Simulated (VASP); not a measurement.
Cost and result of VASP (PAW) for the bulk modulus of YN (rock salt). Static lattice, third-order Birch-Murnaghan fit over five volumes. The cost counts the five points of the equation of state, each on the mesh and cut-off of its row, so the ratios hold those differences too. With PBE it took about 80 core-seconds. Costs are core time on shared hosts, one run each; read them as rough ratios.

| level | k-mesh | cut-off (eV) | bulk modulus (GPa) | cost over PBE |
|---|---|---|---|---|
| PBE-D4 | 9×9×9 | 520 | 166 | within a factor of 2 |
| PBE | 9×9×9 | 520 | 159 | reference |
| AM05 | 9×9×9 | 520 | 168 | within a factor of 2 |
| optB88-vdW | 9×9×9 | 520 | 165 | within a factor of 2 |
| rev-vdW-DF2 | 9×9×9 | 520 | 167 | about 2 times |
| revTPSS | 9×9×9 | 520 | 163 | about 5 times |
| r2SCAN+rVV10 | 9×9×9 | 520 | … | … |

**Question.** What belongs in the gaps?

**Answer.** 
- r2SCAN+rVV10, bulk modulus (GPa): 173
- r2SCAN+rVV10, cost over PBE: about 6 times

Left out are levels that failed, ran on another kind of processor or have no fit band path; at most nine are shown.

The compound is YN in the rock salt structure.
